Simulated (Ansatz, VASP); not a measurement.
# Cross-check of La18Ge17O61 (amorphous 35La2O3-65GeO2 (mol %)) between VASP and Ansatz

Aim: how closely do two programs agree when they are given the same cell, functional and k mesh? The cell is taken from a series of runs on this material, whose earlier steps may have relaxed or scaled it; both programs get it as it stands.

Method: plane waves, with VASP 6.6.1 beside it; single point at PBE, in Ansatz 0.2.0.

### 1. Set-up

The cell holds 96 atoms: 18 La, 17 Ge and 61 O. Cell: a = 11.526 Å, b = 11.526 Å, c = 11.526 Å, α = 90.0°, β = 90.0°, γ = 90.0°. As first built, before any earlier steps moved the atoms: 96 atoms (18 Nd, 17 Ge, 61 O) placed at random at 5.25 g/cm^3, melted at 5000 K for 10 ps at fixed volume with the Morse and Coulomb pair potential with partial charges (Pedone, Malavasi, Menziani, Cormack and Segre, J. Phys. Chem. B 110, 11780 (2006)). Quenched from 5000 K to 300 K at 50 K/ps and fixed volume, held 10 ps at zero pressure, then minimised at fixed cell. Then Nd was replaced by La and the cell scaled by 1.016 (the potential has no terms for the new elements, so the cell is a start for a DFT relaxation).

### 2. Ansatz: single point, PBE

Ansatz runs on its default PAW (the set named soft_2) files.

A single point gives forces, pressure and levels at one fixed geometry, so differences don't come from the geometry; what else differs is listed under the comparison.

The input, input.yaml:

```yaml
crystal:
  lattice:
    - [11.52624, 0.0, 0.0]
    - [0.0, 11.52624, 0.0]
    - [0.0, 0.0, 11.52624]
  atoms:
    - { symbol: La, position: [0.10092, 0.30978, 0.29894] }
    - { symbol: La, position: [0.77707, 0.93926, 0.49329] }
    - { symbol: La, position: [0.2404, 0.63378, 0.67327] }
    - { symbol: La, position: [0.61551, 0.53047, 0.90706] }
    - { symbol: La, position: [0.07159, 0.6613, 0.36334] }
    - { symbol: La, position: [0.59433, 0.96593, 0.21901] }
    - { symbol: La, position: [0.21822, 0.00758, 0.18895] }
    - { symbol: La, position: [0.43922, 0.79834, 0.9776] }
    - { symbol: La, position: [0.37325, 0.15046, 0.43669] }
    - { symbol: La, position: [0.60871, 0.05252, 0.81134] }
    - { symbol: La, position: [0.75, 0.81609, 0.96439] }
    - { symbol: La, position: [0.38882, 0.80385, 0.37277] }
    - { symbol: La, position: [0.59104, 0.74887, 0.63787] }
    - { symbol: La, position: [0.99696, 0.18228, 0.0208] }
    - { symbol: La, position: [0.8676, 0.48713, 0.1213] }
    - { symbol: La, position: [0.76738, 0.46643, 0.4701] }
    - { symbol: La, position: [0.58525, 0.58562, 0.19404] }
    - { symbol: La, position: [0.09483, 0.95959, 0.47798] }
    - { symbol: Ge, position: [0.83692, 0.32812, 0.76169] }
    - { symbol: Ge, position: [0.92419, 0.89598, 0.21815] }
    - { symbol: Ge, position: [0.33573, 0.90533, 0.6685] }
    - { symbol: Ge, position: [0.0716, 0.71385, 0.03531] }
    - { symbol: Ge, position: [0.07483, 0.36131, 0.6016] }
    - { symbol: Ge, position: [0.30332, 0.27745, 0.02551] }
    - { symbol: Ge, position: [0.91733, 0.0444, 0.76882] }
    - { symbol: Ge, position: [0.93667, 0.69288, 0.62398] }
    - { symbol: Ge, position: [0.51562, 0.43612, 0.63375] }
    - { symbol: Ge, position: [0.16563, 0.93206, 0.86822] }
    - { symbol: Ge, position: [0.78599, 0.19534, 0.27464] }
    - { symbol: Ge, position: [0.59593, 0.25415, 0.06128] }
[... 60 atom lines left out ...]
    - { symbol: O, position: [0.14216, 0.48982, 0.57268] }
    - { symbol: O, position: [0.2609, 0.94079, 0.99012] }
    - { symbol: O, position: [0.35831, 0.64119, 0.84137] }
    - { symbol: O, position: [0.57764, 0.94863, 0.99729] }
    - { symbol: O, position: [0.27235, 0.61333, 0.38993] }
    - { symbol: O, position: [0.7871, 0.4414, 0.84336] }
kpoints:
  mp_grid: { grid: [1, 1, 1] }
hamiltonian:
  xc: pbe
scf:
  occupations: { method: fixed }
output:
  forces: true
  stress: true
  populations: true
  dos:
    method: { smearing: { sigma: 0.08 } }
    de: 0.1
    projected: { site_lists: { Ge: [Ge], La: [La], O: [O] } }
  eigenvalues: true
  write_density: true
  write_potential: true
  volumetric_format: npy
```

Started as:

```sh
> ansatz run input.yaml --threads 4 --pin off --max-ram 8192MiB --backend cpu --events-out ev --progress --plain --runs-dir out
```

Numbers of over 12 decimals in the logs are rounded to 6 here.

What it wrote:

```text
La: projections on atomic orbitals take those of the free atom [Kr 4d10] 4f0 5s2 5p6 5d1 6s2, of charge +0.00 (hamiltonian.pseudopotentials.projection_atoms); the dataset's partial waves leave at most 1.9e-5 of an orbital's norm unspanned inside its sphere
Engine: ansatz 0.2.0, x86_64-unknown-linux-gnu
Pseudopotentials: kind: paw
Pseudopotential: La, paw, valence charge 11, recommended cutoff 420 eV (normal), La.paw.azcp
Pseudopotential: Ge, paw, valence charge 14, recommended cutoff 420 eV (normal), Ge.paw.azcp
Pseudopotential: O, paw, valence charge 6, recommended cutoff 420 eV (normal), O.paw.azcp
Functional definition: PBE
  parameter kappa = 0.804
  parameter beta = 0.066725
  exchange = pbe_x(kappa = kappa, mu = beta*pi^2/3)
  correlation = pbe_c(beta = beta)
Crystal: 96 atoms, lattice volume = 1531.309 Å³
Basis set: ecut = 420 eV, 29855 PW (Γ), exchange–correlation on 160×160×160 points (8 copies of the dense FFT grid, shifted against one another)
Bands: 497, of which v1, the nominal top of the filled ones, is band 401 counted from 1 (400 counted from 0)
Symmetry: 1 space group operations
Space group: P1 (ITA 1), of the structure as read, at distance tolerance 1.2e-4 Å
k-points: 1
Non-local potential: La, projectors of the file, l = 0: 3, l = 1: 2, l = 2: 2, l = 3: 3
Non-local potential: Ge, projectors of the file, l = 0: 2, l = 1: 2, l = 2: 3, l = 3: 1
Non-local potential: O, projectors of the file, l = 0: 2, l = 1: 2, l = 2: 1
PAW form: soft (Blöchl's): semilocal exchange-correlation on the pseudo side does not see the compensation charge
PAW one-centre angular grid: La, 590 points (default); XC on 64 Gauss nodes
PAW one-centre angular grid: Ge, 590 points (default); XC on 64 Gauss nodes
PAW one-centre angular grid: O, 110 points (default); XC on 64 Gauss nodes
Initial density: superposition of atomic densities (neutral atoms: chi_scale 0, normalization atom), corrected by the library's trained network
Initial wavefunctions: pseudopotential atomic-orbital guess
Functional: x = pbe(κ = 0.804, μ = 0.219515), c = pbe(β = 0.066725)
SCF iter   1: F=—  HF=-220210.183530 eV  |F-HF|=—  |Δ(HF+E_count)|=         —  Δρ=3.16e-3  dr2=1.66e-1  ethr=1.77e-3  ⟨swp⟩=4.0  Hψ=1665  notcnv=0  defer=90
preconditioner: auto → Resta (q_TF=auto, 2.449 Å⁻¹)  ε∞=3.9  [insulator: Δε(μ)=2.609 eV  Ē_g=15.440 eV  n_scr=388 (ndim 8)  ℏωp=26.3 eV  f_vac=0.114  ε∞_Penn≈3.9]
SCF iter   2: F=—  HF=-220210.177119 eV  |F-HF|=—  |Δ(HF+E_count)|=   6.41e-3  Δρ=1.64e-3  dr2=3.04e-2  ethr=2.07e-5  ⟨swp⟩=3.0  Hψ=976  notcnv=0  defer=94
SCF iter   3: F=—  HF=-220210.180932 eV  |F-HF|=—  |Δ(HF+E_count)|=   3.81e-3  Δρ=7.47e-4  dr2=9.33e-3  ethr=3.79e-6  ⟨swp⟩=2.0  Hψ=654  notcnv=0  defer=94
SCF iter   4: F=—  HF=-220210.183295 eV  |F-HF|=—  |Δ(HF+E_count)|=   2.36e-3  Δρ=2.72e-4  dr2=1.23e-3  ethr=1.16e-6  ⟨swp⟩=3.0  Hψ=654  notcnv=0  defer=94
SCF iter   5: F=—  HF=-220210.183378 eV  |F-HF|=—  |Δ(HF+E_count)|=   8.32e-5  Δρ=1.37e-4  dr2=3.02e-4  ethr=1.53e-7  ⟨swp⟩=2.0  Hψ=654  notcnv=0  defer=90
SCF iter   6: F=—  HF=-220210.183453 eV  |F-HF|=—  |Δ(HF+E_count)|=   7.53e-5  Δρ=5.78e-5  dr2=5.40e-5  ethr=3.77e-8  ⟨swp⟩=2.0  Hψ=651  notcnv=0  defer=90
SCF iter   7: F=—  HF=-220210.183518 eV  |F-HF|=—  |Δ(HF+E_count)|=   6.48e-5  Δρ=2.37e-5  dr2=9.05e-6  ethr=6.73e-9  ⟨swp⟩=2.0  Hψ=806  notcnv=0  defer=90
SCF iter   8: F=—  HF=-220210.183524 eV  |F-HF|=—  |Δ(HF+E_count)|=   6.25e-6  Δρ=9.15e-6  dr2=1.45e-6  ethr=1.13e-9  ⟨swp⟩=2.0  Hψ=898  notcnv=0  defer=90
SCF iter   9: F=—  HF=-220210.183525 eV  |F-HF|=—  |Δ(HF+E_count)|=   1.29e-6  Δρ=4.97e-6  dr2=3.82e-7  ethr=1.81e-10  ⟨swp⟩=2.0  Hψ=789  notcnv=0  defer=90
SCF iter  10: F=-220210.183526 eV  HF=-220210.183526 eV  |F-HF|=3.94e-8  |Δ(HF+E_count)|=   2.28e-7  Δρ=1.67e-6  dr2=4.98e-8  ethr=1.25e-11  ⟨swp⟩=17.0  Hψ=4559  notcnv=0
SCF 1 converged in 10 iterations: F = -220210.183526 eV  dr2 = 4.98e-8
  greatest PAW one-centre occupation: 0.999 electrons in one spin orbital (limit 2), on the Ge atom at site 27 (counted from 0), in its partial waves of l = 2
SCF converged after 10 iterations
Free energy (F): -220210.183526 eV
Harris-Foulkes:  -220210.183526 eV  (|F-HF|=3.94e-8)
Internal energy: -220210.183526 eV  (E = F + TS)
E sigma→0 (E₀):  -220210.183526 eV
Fermi energy:    6.864366 eV
--- Per-component energies (eV) ---
  E_band       = -4245.907132
  E_kinetic    = 16044.672028
  E_local      = -85344.632426  (includes V_loc(G=0)·N_el)
  E_nonlocal   = 11906.655167
  E_hartree    = 35738.643312
  E_xc         = -8283.277310
  E_vxc        = -9486.726756  (∫ρ·V_xc dr)
  E_paw        = -141604.146014  (= ΣΔE_a)
  E_vpaw       = -8843.311034  (= ΣTr[D̂ρ^β])
  E_aug_tail   = 0.153746  (compensation charges beyond the density's cutoff)
  E_ewald      = -48668.252030
  E_smearing   = -0.000000  (= −TS)
  E_closure    = 0.000000  (closes the sum)
[...]
atom  70  O      0.17777413    -0.55316068     0.34612518
  atom  71  O     -0.74456482    -0.16505751     0.57650766
  atom  72  O      0.32121153    -0.00038435     0.54721458
  atom  73  O      0.95750386     0.45648557    -0.71196541
  atom  74  O     -0.02719942     0.63331502     0.81362105
  atom  75  O     -0.52644633     0.10970214     0.33631430
  atom  76  O     -1.18472251     0.67532163     0.51237459
  atom  77  O      1.03805204    -0.33279633     0.65146898
  atom  78  O      0.56960977     0.31735127    -0.52349578
  atom  79  O     -0.02794370    -1.00959297     0.00546790
  atom  80  O      0.40434276     1.31274733     0.47348561
  atom  81  O     -0.23467864    -0.56802960    -1.36388807
  atom  82  O     -0.54642721    -0.44472425    -1.45574343
  atom  83  O      0.24699858    -0.56671840    -0.32379782
  atom  84  O      0.05063498     0.64045018    -0.15500701
  atom  85  O      0.80447955    -0.14596353    -0.85853111
  atom  86  O      1.04254841     0.53665455    -0.61278887
  atom  87  O     -0.44614287    -0.86296790     1.00163290
  atom  88  O      0.39361111     1.56069510     0.36737403
  atom  89  O      0.04301436    -1.25979008     1.11269886
  atom  90  O     -0.33212862     0.17995939    -1.10189514
  atom  91  O      0.63124692     1.25368955    -0.28503735
  atom  92  O      0.54178039     0.04032009     0.37063151
  atom  93  O      0.21097869     0.18571911    -0.13930286
  atom  94  O      0.45066604    -0.88106768     0.26568577
  atom  95  O     -1.03166421     1.49390404     0.07958671
  atom  96  O      0.15903760     0.39318038     0.81186959
  max |Σ_I F_I| component: 6.21e-5 eV/Å
--- Stress (GPa, compression-positive) ---
        0.705582       0.779051       0.208604
        0.779051       2.154498       0.913265
        0.208604       0.913265       0.158539
  P = ⅓ Tr σ = 1.0062 GPa (10.062 kbar)
--- Band table (eV) ---
  k-point 0: bands = [... 397 lower, 6.6369, 6.7837, 6.8158, 6.8644, 9.5062, 9.9132, 9.9822, 10.0297, ... 92 higher]
--- Löwdin populations: 96 sites ---
  site symbol       q [e]
     0     La      9.9186
     1     La      9.9540
     2     La      9.9057
     3     La     10.0089
     4     La      9.8642
     5     La      9.9001
     6     La     10.0290
     7     La      9.9078
     8     La      9.8293
     9     La      9.8746
    10     La      9.9712
    11     La      9.9152
    12     La      9.9390
    13     La      9.7936
    14     La      9.9433
    15     La      9.9001
    16     La     10.0096
    17     La      9.9220
    18     Ge     12.4630
    19     Ge     12.5144
    20     Ge     12.5246
    21     Ge     12.4502
    22     Ge     12.4695
    23     Ge     12.4205
[...]
88      O      6.7401
    89      O      6.7363
    90      O      6.7128
    91      O      6.7190
    92      O      6.6526
    93      O      6.5938
    94      O      6.6827
    95      O      6.6867
  spilling = 0.003894 (of n_electrons = 802.000000)
```

In the SCF lines HF is the Harris–Foulkes energy and dr2 the Hartree energy of the density residual, in eV; the loop may stop once dr2 is under the threshold and the program's other checks hold. Hψ counts applications of the Hamiltonian.

### 3. VASP: single point, PBE

The same cell, functional and mesh now go to VASP, with its own data sets and cutoff.

Lines of VASP's logs that name or quote its potential files are left out, and so is its time.

The input, INCAR:

```
SYSTEM = La18Ge17O61
PREC = Accurate
ENCUT = 520
EDIFF = 1E-05
NELM = 200
ISMEAR = 0
SIGMA = 0.01
LREAL = Auto
ALGO = All
GGA = PE
NBANDS = 468
LASPH = .TRUE.
LORBIT = 11
LWAVE = .FALSE.
LCHARG = .FALSE.
ISIF = 2
```

The input, POSCAR:

```
La18Ge17O61
1.0
   11.5262400000      0.0000000000      0.0000000000
    0.0000000000     11.5262400000      0.0000000000
    0.0000000000      0.0000000000     11.5262400000
La Ge O
18 17 61
Direct
    0.1009200000      0.3097800000      0.2989400000
    0.7770700000      0.9392600000      0.4932900000
    0.2404000000      0.6337800000      0.6732700000
    0.6155100000      0.5304700000      0.9070600000
    0.0715900000      0.6613000000      0.3633400000
    0.5943300000      0.9659300000      0.2190100000
    0.2182200000      0.0075800000      0.1889500000
    0.4392200000      0.7983400000      0.9776000000
    0.3732500000      0.1504600000      0.4366900000
    0.6087100000      0.0525200000      0.8113400000
    0.7500000000      0.8160900000      0.9643900000
    0.3888200000      0.8038500000      0.3727700000
    0.5910400000      0.7488700000      0.6378700000
    0.9969600000      0.1822800000      0.0208000000
    0.8676000000      0.4871300000      0.1213000000
    0.7673800000      0.4664300000      0.4701000000
    0.5852500000      0.5856200000      0.1940400000
    0.0948300000      0.9595900000      0.4779800000
    0.8369200000      0.3281200000      0.7616900000
    0.9241900000      0.8959800000      0.2181500000
    0.3357300000      0.9053300000      0.6685000000
    0.0716000000      0.7138500000      0.0353100000
    0.0748300000      0.3613100000      0.6016000000
    0.3033200000      0.2774500000      0.0255100000
    0.9173300000      0.0444000000      0.7688200000
    0.9366700000      0.6928800000      0.6239800000
    0.5156200000      0.4361200000      0.6337500000
    0.1656300000      0.9320600000      0.8682200000
    0.7859900000      0.1953400000      0.2746400000
    0.5959300000      0.2541500000      0.0612800000
[... 60 atom lines left out ...]
    0.1421600000      0.4898200000      0.5726800000
    0.2609000000      0.9407900000      0.9901200000
    0.3583100000      0.6411900000      0.8413700000
    0.5776400000      0.9486300000      0.9972900000
    0.2723500000      0.6133300000      0.3899300000
    0.7871000000      0.4414000000      0.8433600000
```

The input, KPOINTS:

```
Automatic mesh
0
Gamma
1 1 1
0 0 0
```

Potentials, in the order of the species: La, Ge_d and O (PBE family, release 64).

Started as:

```sh
> export OMP_NUM_THREADS=5
> mpirun -np 1 vasp_gam
```

What it wrote:

```text
[banner, memory and clock lines left out]
running    1 mpi-ranks, on    1 nodes
[...]
Offloading initialized ...    1 GPUs detected
[...]
LDA part: xc-table for (Slater+PW92), standard interpolation
 POSCAR, INCAR and KPOINTS ok, starting setup
[...]
entering main loop
       N       E                     dE             d eps       ncg     rms           ort
DAV:   1     0.231081619951E+05    0.23108E+05   -0.25212E+05   468   0.415E+03
DAV:   2     0.816700365513E+04   -0.14941E+05   -0.13896E+05   468   0.117E+03
DAV:   3     0.252237414494E+04   -0.56446E+04   -0.51863E+04   468   0.426E+02
DAV:   4     0.187219979770E+03   -0.23352E+04   -0.21589E+04   468   0.261E+02
DAV:   5    -0.659261749958E+03   -0.84648E+03   -0.80862E+03   468   0.156E+02
SDA:   6    -0.495292158209E+03    0.16397E+03   -0.80862E+03   468   0.846E+03   0.000E+00
 gam= 0.000 g(H,U,f)=  0.834E+03 0.119E+02 0.194E-25 ort(H,U,f) = 0.000E+00 0.000E+00 0.000E+00
 gam= 0.000 trial= 0.400  step=  0.2529 mean=  0.4000
[...]
gam= 0.720 trial= 0.790  step=  1.0360 mean=  0.7897
CGA:  41    -0.700724273199E+03   -0.33044E-04   -0.33212E-04   468   0.477E-04  -0.135E-05
 gam= 0.745 g(H,U,f)=  0.457E-04 0.202E-05 0.160E-54 ort(H,U,f) =-0.368E-06-0.983E-06 0.123E-54
 gam= 0.745 trial= 0.814  step=  1.0615 mean=  0.8143
CGA:  42    -0.700724297817E+03   -0.24618E-04   -0.24796E-04   468   0.363E-04  -0.143E-05
 gam= 0.761 g(H,U,f)=  0.348E-04 0.152E-05 0.161E-50 ort(H,U,f) =-0.103E-05-0.408E-06 0.844E-50
 gam= 0.761 trial= 0.839  step=  1.0602 mean=  0.8390
CGA:  43    -0.700724316400E+03   -0.18582E-04   -0.18677E-04   468   0.261E-04  -0.851E-06
 gam= 0.718 g(H,U,f)=  0.251E-04 0.103E-05 0.403E-47 ort(H,U,f) =-0.579E-06-0.272E-06-0.138E-46
 gam= 0.718 trial= 0.861  step=  1.0236 mean=  0.8611
CGA:  44    -0.700724329416E+03   -0.13016E-04   -0.13037E-04   468   0.183E-04  -0.259E-06
 gam= 0.702 g(H,U,f)=  0.176E-04 0.731E-06 0.288E-45 ort(H,U,f) =-0.273E-07-0.232E-06-0.254E-45
 gam= 0.702 trial= 0.877  step=  1.0584 mean=  0.8774
CGA:  45    -0.700724338998E+03   -0.95820E-05   -0.95930E-05   468   0.128E-04  -0.123E-06
 gam= 0.700 g(H,U,f)=  0.123E-04 0.524E-06 0.518E-45 ort(H,U,f) = 0.849E-07-0.208E-06 0.258E-45
 gam= 0.700 trial= 0.895  step=  1.0222 mean=  0.8955
 final diagonalization occupied
   1 F= -.70072434E+03 E0= -.70072434E+03  d E =-.359756E-42
```

From OUTCAR (step 3):

```text
  Total        4.0493312     17.7810668     -1.3366174      7.5871946      8.7431953      1.9653748
  in kB        4.2367312     18.6039610     -1.3984751      7.9383242      9.1478237      2.0563309
  external PRESSURE =       7.1474057 kB  Pullay stress =       0.0000000 kB

 POSITION                                       TOTAL-FORCE (eV/Angst)
 -----------------------------------------------------------------------------------
      1.16323      3.57060      3.44565         0.197025      0.728610      1.395521
      8.95670     10.82614      5.68578        -0.612335      0.688311      0.093252
      2.77091      7.30510      7.76027        -0.868089     -0.977917      0.480734
      7.09452      6.11432     10.45499        -0.574408     -1.277136     -1.771608
      0.82516      7.62230      4.18794        -0.128219     -0.754134     -0.030860
      6.85039     11.13354      2.52436         0.242215      0.460958      0.082011
      2.51526      0.08737      2.17788        -0.000374     -0.613179     -0.441752
      5.06256      9.20186     11.26805        -1.043475      0.145458     -0.431862
      4.30217      1.73424      5.03339         0.797293      0.698931      1.286567
      7.01614      0.60536      9.35170        -0.191756      1.340593     -0.098249
      8.64468      9.40645     11.11579         1.017270     -0.270600     -0.103124
      4.48163      9.26537      4.29664        -0.314709     -0.384631      0.483272
[...]
9.08982     10.24037      1.76086        -1.053909     -0.258573     -0.016414
[...]
-----------------------------------------------------------------------------------
    total drift:                               -0.009781     -0.014236     -0.013669

  FREE ENERGIE OF THE ION-ELECTRON SYSTEM (eV)
  ---------------------------------------------------
  free  energy   TOTEN  =      -700.7243389977 eV

  energy  without entropy=     -700.7243389977  energy(sigma->0) =     -700.72433900

[... 3 further parts left out ...]
[key lines of the parts left out:]
E-fermi :   3.7622
```

The run ends at a pressure of 0.71 GPa, with forces up to 2.3 eV/Å.

### 4. Differences

Known differences besides the PAW data sets themselves: fixed occupations in Ansatz, narrow Gaussian smearing in VASP; the cutoff is 420 eV in Ansatz and 520 eV in VASP (PREC = Accurate, projectors in real space). Total energies have different zeros and are not compared.

The two programs side by side:

```tsv
quantity	Ansatz	VASP	difference
pressure (GPa)	1.01	0.71	+0.29
gap on the k mesh (eV)	2.642	2.627	+0.014
```

Forces on 10 of the 96 atoms, picked by the larger force of the two programs (eV/Å; atoms numbered as in POSCAR):

```tsv
atom	Ansatz x, y, z	VASP x, y, z
La4	-0.576, -1.278, -1.778	-0.574, -1.277, -1.772
La9	0.794, 0.709, 1.287	0.797, 0.699, 1.287
Ge22	0.975, 0.737, -1.701	0.961, 0.736, -1.704
Ge24	0.698, 0.267, -1.799	0.703, 0.310, -1.816
Ge32	1.298, -0.332, -1.057	1.289, -0.313, -1.049
O53	1.159, 0.175, 1.281	1.123, 0.178, 1.275
O56	0.202, -0.366, 1.650	0.198, -0.352, 1.632
O88	0.394, 1.561, 0.367	0.385, 1.555, 0.362
O89	0.043, -1.260, 1.113	0.060, -1.271, 1.086
O95	-1.032, 1.494, 0.080	-1.029, 1.478, 0.084
```

The forces differ by 13 meV/Å r.m.s., which is 1.9 % of the r.m.s. force of 0.68 eV/Å (both taken over all components).

### 5. Summary of results

```json
{
 "r.m.s. force difference (single point, PBE)": "1.9 % of the r.m.s. force"
}
```

In words: The r.m.s. force difference is 1.9 % of the r.m.s. force (single point, PBE), within the 3 % picked in this series as the mark of a large difference. Differences of this kind measure data sets and numerical settings, not the functional's error against experiment.

[Lines on the potential files, build, host, timing and source positions are cut from VASP's logs without a mark.]

[Logs are printed without paths, hosts, clocks, repeated set-up lines and the standing remarks that a program may print on its own settings, such as how far it seeks lower states.]

[Hosts, paths, dates, database ids (printed as entryN), source tags and the programs' standing remarks are cut or masked in the printed files.]
